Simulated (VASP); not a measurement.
These are PBEsol GGA, VASP's PBE PAW potentials (set 64) (plane waves; VASP) values and carry that method's errors.

The input files of a VASP run:

File KPOINTS:
```
Automatic mesh
0
Gamma
12 12 12
0 0 0
```

POSCAR:
```
NiAl
1
    2.7407471441    -0.0000000000    -0.0000000000
   -0.0000000000     2.7407471441    -0.0000000000
    0.0000000000     0.0000000000     2.7407471441
Al Ni
1 1
Direct
  0.5000000000   0.5000000000   0.5000000000
  0.0000000000   0.0000000000   1.0000000000
```

### INCAR
```
SYSTEM = NiAl
PREC = Accurate; ENCUT = 480; LREAL = .FALSE.
LASPH = .TRUE.
EDIFF = 1E-7; NELM = 100; ALGO = Normal
LMAXMIX = 4
ISMEAR = 1; SIGMA = 0.1
GGA = PS
IBRION = 2; NSW = 40; ISIF = 3
EDIFFG = -0.01; PSTRESS = 300
LWAVE = .FALSE.; LCHARG = .FALSE.
```

POTCAR, in this order: Al Ni (PBE.64 set). Program: vasp_std.

Output of the run:

OUTCAR:
```
 ion  position               nearest neighbor table
   1  0.500  0.500  0.500-   2 2.37   2 2.37   2 2.37   2 2.37   2 2.37   2 2.37   2 2.37   2 2.37
  LATTYP: Found a simple cubic cell.
 ALAT       =     2.7407471441
 Subroutine PRICEL returns:
 Original cell was already a primitive cell.
 Subroutine GETGRP returns: Found 48 space group operations
The static configuration has the point symmetry O_h .
The dynamic configuration has the point symmetry O_h .
 Subroutine INISYM returns: Found 48 space group operations
 Subroutine IBZKPT returns following result:
 Found     84 irreducible k-points:

 Following reciprocal coordinates:
            Coordinates               Weight
  0.000000  0.000000  0.000000      1.000000
  0.083333  0.000000  0.000000      6.000000
  0.166667  0.000000  0.000000      6.000000
  0.250000  0.000000  0.000000      6.000000
  0.333333  0.000000  0.000000      6.000000
  0.416667  0.000000  0.000000      6.000000
  0.500000  0.000000  0.000000      3.000000
  0.083333  0.083333  0.000000     12.000000
  0.166667  0.083333  0.000000     24.000000
  0.250000  0.083333  0.000000     24.000000
  0.333333  0.083333  0.000000     24.000000
  0.416667  0.083333  0.000000     24.000000
  0.500000  0.083333  0.000000     12.000000
  0.166667  0.166667  0.000000     12.000000
  0.250000  0.166667  0.000000     24.000000
  0.333333  0.166667  0.000000     24.000000
  0.416667  0.166667  0.000000     24.000000
  0.500000  0.166667  0.000000     12.000000
  0.250000  0.250000  0.000000     12.000000
  0.333333  0.250000  0.000000     24.000000
  0.416667  0.250000  0.000000     24.000000
  0.500000  0.250000  0.000000     12.000000
  0.333333  0.333333  0.000000     12.000000
  0.416667  0.333333  0.000000     24.000000
  0.500000  0.333333  0.000000     12.000000
...
```

**OSZICAR**
```
       N       E                     dE             d eps       ncg     rms          rms(c)
DAV:   1     0.379965636431E+02    0.37997E+02   -0.55373E+03  1744   0.133E+03
DAV:   2    -0.119366281138E+02   -0.49933E+02   -0.47264E+02  1696   0.205E+02
DAV:   3    -0.131010388299E+02   -0.11644E+01   -0.11557E+01  1990   0.410E+01
DAV:   4    -0.131192727136E+02   -0.18234E-01   -0.18230E-01  2010   0.461E+00
DAV:   5    -0.131197776707E+02   -0.50496E-03   -0.50493E-03  1922   0.787E-01    0.140E+01
DAV:   6    -0.143426974919E+02   -0.12229E+01   -0.57387E+01  1840   0.138E+02    0.142E+01
DAV:   7    -0.113694610266E+02    0.29732E+01   -0.16246E+01  1850   0.810E+01    0.122E+00
DAV:   8    -0.113611054365E+02    0.83556E-02   -0.27851E-01  1958   0.655E+00    0.116E+00
DAV:   9    -0.113438036266E+02    0.17302E-01   -0.59963E-02  1980   0.422E+00    0.204E-01
DAV:  10    -0.113434254235E+02    0.37820E-03   -0.16762E-03  2028   0.707E-01    0.110E-01
DAV:  11    -0.113434293342E+02   -0.39107E-05   -0.38120E-05  1874   0.620E-02    0.388E-02
DAV:  12    -0.113434239638E+02    0.53704E-05   -0.30376E-05  1892   0.103E-01    0.732E-03
DAV:  13    -0.113434240993E+02   -0.13551E-06   -0.62497E-07  1854   0.113E-02    0.292E-03
DAV:  14    -0.113434240342E+02    0.65071E-07   -0.25227E-08   954   0.193E-03
   1 F= -.74884844E+01 E0= -.74886528E+01  d E =-.748848E+01
```

OUTCAR:
```
------------------------ aborting loop because EDIFF is reached ----------------------------------------
  FORCE on cell =-STRESS in cart. coord.  units (eV):
  Direction    XX          YY          ZZ          XY          YZ          ZX
  --------------------------------------------------------------------------------------
  Total        3.8549436      3.8549436      3.8549436      0.0000000      0.0000000      0.0000000
  in kB      300.0003104    300.0003104    300.0003104      0.0000000      0.0000000      0.0000000
  external PRESSURE =       0.0003104 kB  Pullay stress =     300.0000000 kB
  volume of cell :       20.59
      direct lattice vectors                 reciprocal lattice vectors
     2.740747144  0.000000000  0.000000000     0.364864012  0.000000000  0.000000000
     0.000000000  2.740747144  0.000000000     0.000000000  0.364864012  0.000000000
     0.000000000  0.000000000  2.740747144     0.000000000  0.000000000  0.364864012
 POSITION                                       TOTAL-FORCE (eV/Angst)
 -----------------------------------------------------------------------------------
      1.37037      1.37037      1.37037         0.000000      0.000000      0.000000
      0.00000      0.00000      0.00000         0.000000      0.000000      0.000000
 -----------------------------------------------------------------------------------
    total drift:                               -0.000000      0.000000      0.000000
  FREE ENERGIE OF THE ION-ELECTRON SYSTEM (eV)
  ---------------------------------------------------
  free  energy   TOTEN  =       -11.3434240342 eV

  energy  without entropy=      -11.3439291442  energy(sigma->0) =      -11.34359240
  enthalpy is  TOTEN    =        -7.4884843879 eV   P V=        3.8549396463

 reached required accuracy - stopping structural energy minimisation
```
(Selected blocks of OUTCAR.)

The compound is NiAl in the CsCl type structure. It was relaxed first under an external pressure of 30 GPa. The run is not spin-polarised, so no magnetic state was tried. The electron count is odd and the run is not spin-polarised, which forces a metal.
